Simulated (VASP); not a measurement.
# Lattice vibrations of WS2 (Tungstenite), part 2 of 4

Aim: the phonon dispersion and thermal properties of WS2 (Tungstenite). The start is a cell from a database of measured crystal structures.

VASP 6.6.1; PBEsol, no spin polarisation; plane waves and PAW (W, S).

So far. Step 2 (Relax the host): The run ended after 5 ionic steps, 0.033 eV below its first step, once forces and stress met EDIFFG = -0.02. The relaxed cell has a = 3.141, c = 12.533 Å (conventional setting).

The database entry behind the starting cell differs from later determinations by our own check (an axis about 1.4 % long against later determinations), so it need not match the best structure at ambient conditions.

## (3) Tight relaxation

Force constants are second derivatives, so residual forces and stress must first be far smaller than in an ordinary relaxation. Mesh differs from the relaxation before, which can move the cell too.

Contents of INCAR:

```
SYSTEM = WS2
PREC = Accurate
ENCUT = 350
EDIFF = 1E-08
NELM = 120
ISMEAR = 0
SIGMA = 0.05
LREAL = .FALSE.
ALGO = Fast
GGA = PS
NBANDS = 24
LASPH = .TRUE.
LORBIT = 11
LWAVE = .FALSE.
LCHARG = .FALSE.
KPAR = 4
IBRION = 1
NSW = 30
ISIF = 3
EDIFFG = -0.002
POTIM = 0.4
```

Contents of POSCAR:

```
WS2
1.0
    3.1414702973      0.0000000000      0.0000000000
   -1.5707351487      2.7205930827      0.0000000000
    0.0000000000      0.0000000000     12.5329757083
W S
2 4
Direct
    0.6666666667      0.3333333333      0.7500000000
    0.3333333333      0.6666666667      0.2500000000
    0.6666666667      0.3333333333      0.3751306932
    0.3333333333      0.6666666667      0.8751306932
    0.6666666667      0.3333333333      0.1248693068
    0.3333333333      0.6666666667      0.6248693068
```

Contents of KPOINTS:

```
Automatic mesh
0
Gamma
10 10 3
0 0 0
```

PAW data sets: W and S (PBE family, release 64).

The run is started by

```sh
$ mpirun -np 4 vasp_std
```

Log:

```text
[banner, memory and clock lines left out]
running    4 mpi-ranks, on    1 nodes
 distrk:  each k-point on    1 cores,    4 groups
 distr:  one band on    1 cores,    1 groups

 POSCAR found type information on POSCAR W S
 POSCAR found :  2 types and       6 ions
 [... a notice as in an earlier step ...]

 LDA part: xc-table for (Slater+PW92), standard interpolation
 POSCAR, INCAR and KPOINTS ok, starting setup
 FFT: planning ... GRIDC
 FFT: planning ... GRID_SOFT
 FFT: planning ... GRID
 WAVECAR not read
 entering main loop
       N       E                     dE             d eps       ncg     rms          rms(c)
DAV:   1     0.141536801767E+03    0.14154E+03   -0.12979E+04  1344   0.965E+02
DAV:   2    -0.421582875770E+02   -0.18370E+03   -0.17660E+03  1848   0.238E+02
DAV:   3    -0.530725156314E+02   -0.10914E+02   -0.10842E+02  1824   0.599E+01
DAV:   4    -0.533045372623E+02   -0.23202E+00   -0.23168E+00  1760   0.924E+00
DAV:   5    -0.533100034491E+02   -0.54662E-02   -0.54629E-02  1840   0.132E+00    0.421E+01
RMM:   6    -0.509525885551E+02    0.23574E+01   -0.78945E+00  1408   0.120E+01    0.168E+01
RMM:   7    -0.506368037410E+02    0.31578E+00   -0.20065E+00  1353   0.733E+00    0.902E+00
RMM:   8    -0.506864237329E+02   -0.49620E-01   -0.82311E-01  1392   0.440E+00    0.220E+00
RMM:   9    -0.506610690230E+02    0.25355E-01   -0.14670E-01  1362   0.264E+00    0.195E+00
RMM:  10    -0.506602979369E+02    0.77109E-03   -0.48749E-02  1359   0.101E+00    0.149E+00
RMM:  11    -0.506605256474E+02   -0.22771E-03   -0.10406E-02  1367   0.554E-01    0.407E-01
RMM:  12    -0.506606599103E+02   -0.13426E-03   -0.33397E-03  1567   0.234E-01    0.364E-01
RMM:  13    -0.506605755408E+02    0.84369E-04   -0.32646E-04  1431   0.897E-02    0.294E-01
RMM:  14    -0.506605555098E+02    0.20031E-04   -0.14695E-04  1393   0.538E-02    0.123E-01
RMM:  15    -0.506605557007E+02   -0.19085E-06   -0.43684E-05  1463   0.336E-02    0.404E-02
RMM:  16    -0.506605561537E+02   -0.45303E-06   -0.16726E-05  1383   0.191E-02    0.129E-02
RMM:  17    -0.506605566763E+02   -0.52259E-06   -0.29390E-06  1441   0.108E-02    0.948E-03
RMM:  18    -0.506605567441E+02   -0.67795E-07   -0.12517E-06  1488   0.557E-03    0.279E-03
RMM:  19    -0.506605567879E+02   -0.43873E-07   -0.24597E-07  1469   0.252E-03    0.304E-03
RMM:  20    -0.506605567470E+02    0.40905E-07   -0.63953E-08  1249   0.135E-03    0.273E-03
RMM:  21    -0.506605567376E+02    0.93987E-08   -0.77227E-08  1236   0.120E-03
   1 F= -.50660557E+02 E0= -.50660557E+02  d E =-.506606E+02
 BRION: g(F)=  0.102E-04 g(S)=  0.152E-04
 bond charge predicted
       N       E                     dE             d eps       ncg     rms          rms(c)
DAV:   1    -0.506605901245E+02   -0.33377E-04   -0.14625E-03  1680   0.184E-01    0.366E-02
RMM:   2    -0.506605803646E+02    0.97599E-05   -0.81629E-05  1345   0.568E-02    0.266E-02
RMM:   3    -0.506605799476E+02    0.41701E-06   -0.12468E-05  1396   0.218E-02    0.119E-02
RMM:   4    -0.506605794022E+02    0.54536E-06   -0.33096E-06  1399   0.894E-03    0.114E-02
RMM:   5    -0.506605791625E+02    0.23977E-06   -0.15109E-06  1374   0.645E-03    0.147E-03
RMM:   6    -0.506605792086E+02   -0.46144E-07   -0.71447E-07  1380   0.392E-03    0.209E-03
RMM:   7    -0.506605792174E+02   -0.88016E-08   -0.12733E-07  1376   0.210E-03    0.123E-03
RMM:   8    -0.506605792135E+02    0.38985E-08   -0.21095E-08   895   0.793E-04
   2 F= -.50660579E+02 E0= -.50660579E+02  d E =-.224759E-04
[...]
3 F= -.50660592E+02 E0= -.50660592E+02  d E =-.128130E-04
[...]
4 F= -.50660634E+02 E0= -.50660634E+02  d E =-.416824E-04
[...]
5 F= -.50660582E+02 E0= -.50660582E+02  d E =0.512382E-04
[...]
6 F= -.50660697E+02 E0= -.50660697E+02  d E =-.114217E-03
[...]
7 F= -.50660753E+02 E0= -.50660753E+02  d E =-.564787E-04
 BRION: g(F)=  0.238E-07 g(S)=  0.232E-05
 BRIONS problems: POTIM should be increased
 retain N=  1 mean eig= 9.05
 eig:   9.051
 bond charge predicted
       N       E                     dE             d eps       ncg     rms          rms(c)
DAV:   1    -0.506609237775E+02   -0.17062E-03   -0.27483E-02  1344   0.762E-01    0.174E-01
RMM:   2    -0.506608097574E+02    0.11402E-03   -0.13011E-03  1344   0.236E-01    0.735E-02
RMM:   3    -0.506607896758E+02    0.20082E-04   -0.19423E-04  1347   0.879E-02    0.450E-02
RMM:   4    -0.506607816758E+02    0.79999E-05   -0.48368E-05  1362   0.394E-02    0.494E-02
RMM:   5    -0.506607741179E+02    0.75579E-05   -0.29557E-05  1362   0.267E-02    0.583E-03
RMM:   6    -0.506607738284E+02    0.28951E-06   -0.15757E-05  1381   0.187E-02    0.962E-03
RMM:   7    -0.506607743775E+02   -0.54908E-06   -0.38010E-06  1474   0.102E-02    0.145E-02
RMM:   8    -0.506607738379E+02    0.53957E-06   -0.74049E-07  1347   0.485E-03    0.412E-03
RMM:   9    -0.506607736639E+02    0.17394E-06   -0.24229E-07  1372   0.251E-03    0.370E-03
RMM:  10    -0.506607736638E+02    0.94133E-10   -0.51816E-08  1033   0.119E-03
   8 F= -.50660774E+02 E0= -.50660774E+02  d E =-.204976E-04
 BRION: g(F)=  0.250E-06 g(S)=  0.105E-05
 BRIONS problems: POTIM should be increased
 retain N=  1 mean eig=18.40
 eig:  18.395
 reached required accuracy - stopping structural energy minimisation
```

It took 99 s on 4 MPI ranks of AMD EPYC 7R43, shared host; peak memory 0.69 GiB; 5.8 min of CPU time.

OUTCAR, selected parts (step 3):

```text
  LATTYP: Found a hexagonal cell.
 ALAT       =     3.1414702973
 C/A-ratio  =     3.9895254522

 Found     28 irreducible k-points:

   k-points           NKPTS =     28   k-points in BZ     NKDIM =     28   number of bands    NBANDS=     24

   ENCUT  =  350.0 eV  25.72 Ry    5.07 a.u.   4.79  4.79 19.12*2*pi/ulx,y,z

   NELECT =      36.0000    total number of electrons

 E-fermi :   6.2662

 k-point     1 :       0.0000    0.0000    0.0000
  band No.  band energies     occupation
    ...
     14       3.9808      2.00000
     15       3.9808      2.00000
     16       4.4638      2.00000
     17       4.8760      2.00000
     18       6.0452      2.00000
     19       8.5156      0.00000
     20       8.5156      0.00000
     21       8.5249      0.00000
     22       8.5249      0.00000
     23       8.6130      0.00000
    ...

 k-point     2 :       0.1000    0.0000    0.0000
  band No.  band energies     occupation
    ...
     14       3.7169      2.00000
     15       3.9734      2.00000
     16       4.7349      2.00000
     17       4.8939      2.00000
     18       5.7655      2.00000
     19       8.2297      0.00000
     20       8.3656      0.00000
     21       8.4457      0.00000
     22       8.4546      0.00000
     23       8.4718      0.00000
    ...

  Total        0.0061745      0.0061745      0.0093189     -0.0000000      0.0000000      0.0000000
  in kB        0.0919785      0.0919785      0.1388196     -0.0000000      0.0000000      0.0000000
  external PRESSURE =       0.1075922 kB  Pullay stress =       0.0000000 kB

  energy-cutoff  :      350.00
  volume of cell :      107.55
      direct lattice vectors                 reciprocal lattice vectors
     3.141144646  0.000000000  0.000000000     0.318355285  0.183802510  0.000000000
    -1.570572323  2.720311060  0.000000000    -0.000000000  0.367605019  0.000000000
    -0.000000000 -0.000000000 12.586945227    -0.000000000 -0.000000000  0.079447394

 POSITION                                       TOTAL-FORCE (eV/Angst)
 -----------------------------------------------------------------------------------
      1.57057      0.90677      9.44021        -0.000000      0.000000     -0.000000
     -0.00000      1.81354      3.14674        -0.000000      0.000000     -0.000000
      1.57057      0.90677      4.71486        -0.000000     -0.000000      0.001273
     -0.00000      1.81354     11.00834        -0.000000     -0.000000      0.001273
      1.57057      0.90677      1.57861         0.000000      0.000000     -0.001273
     -0.00000      1.81354      7.87208         0.000000      0.000000     -0.001273
 -----------------------------------------------------------------------------------
    total drift:                               -0.000000      0.000000     -0.000000

  FREE ENERGIE OF THE ION-ELECTRON SYSTEM (eV)
  ---------------------------------------------------
  free  energy   TOTEN  =       -50.6607736638 eV

  energy  without entropy=      -50.6607736638  energy(sigma->0) =      -50.66077366

 total charge
# of ion       s       p       d       tot
------------------------------------------
    1        0.570   0.732   4.339   5.642
    2        0.570   0.732   4.339   5.642
    3        1.354   2.345   0.000   3.699
    4        1.354   2.345   0.000   3.699
    5        1.354   2.345   0.000   3.699
    6        1.354   2.345   0.000   3.699
--------------------------------------------------
tot          6.557  10.843   8.679  26.078

[... 4 parts as in an earlier step ...]

[... 7 further parts left out ...]
```

CONTCAR:

```
WS2
   1.00000000000000
     3.1411446459373811    0.0000000000000060    0.0000000000000000
    -1.5705723230186845    2.7203110603471905    0.0000000000000000
    -0.0000000000000000   -0.0000000000000000   12.5869452265313342
  W               S
     2     4
Direct
     0.6666666667000030    0.3333333332999970    0.7500000000000000
     0.3333333332999970    0.6666666667000030    0.2500000000000000
     0.6666666667000030    0.3333333332999970    0.3745836257338507
     0.3333333332999970    0.6666666667000030    0.8745836257338496
     0.6666666667000030    0.3333333332999970    0.1254163742661499
     0.3333333332999970    0.6666666667000030    0.6254163742661504
```

Relaxation path:

| step | energy less that of the first step (eV) | largest force (eV/Å) | pressure (GPa) | volume (Å³) |
| --- | --- | --- | --- | --- |
| 1 | 0.0000 | 0.0081 | 0.00 | 107.12 |
| 2 | 0.0000 | 0.0070 | 0.03 | 107.12 |
| 3 | 0.0000 | 0.0099 | 0.00 | 107.15 |
| 4 | -0.0001 | 0.0028 | 0.05 | 107.18 |
| 5 | 0.0000 | 0.0001 | 0.08 | 107.11 |
| 6 | -0.0001 | 0.0007 | 0.04 | 107.29 |
| 7 | -0.0002 | 0.0004 | 0.01 | 107.44 |
| 8 | -0.0002 | 0.0013 | 0.01 | 107.55 |

| conventional cell, symmetrised | before | after | change |
| --- | --- | --- | --- |
| a (Å) | 3.141 | 3.141 | -0.0 % |
| b (Å) | 3.141 | 3.141 | -0.0 % |
| c (Å) | 12.533 | 12.587 | +0.4 % |
| volume (Å³/atom) | 17.85 | 17.93 | +0.4 % |

Final coordinates:

```xyz
6
Lattice="3.1411 0.0000 0.0000 -1.5706 2.7203 0.0000 0.0000 0.0000 12.5869" Properties=species:S:1:pos:R:3 pbc="T T T"
W     1.5706    0.9068    9.4402
W     0.0000    1.8135    3.1467
S     1.5706    0.9068    4.7149
S     0.0000    1.8135   11.0083
S     1.5706    0.9068    1.5786
S     0.0000    1.8135    7.8721
```

This step gave:

* electronic cycles: 88
* free energy (TOTEN): -50.6608 eV
* Fermi energy: 6.266 eV
* pressure: 0.01076 GPa
* gap on the k-mesh: 1.154 eV
* least direct gap on the k-mesh: 2.204 eV

The run ended after 8 ionic steps, 0.000 eV below its first step, once forces and stress met EDIFFG = -0.002.

(Part 2 of 4 ends here.)

[Lines on the potential files, build, host, timing and source positions are cut from VASP's logs without a mark.]

[Logs are printed without paths, hosts, clocks, repeated set-up lines and the standing remarks that a program may print on its own settings, such as how far it seeks lower states.]

[Hosts, paths, dates, database ids (printed as entryN), source tags and the programs' standing remarks are cut or masked in the printed files.]

[Runs that stopped without an error message from VASP are left out.]
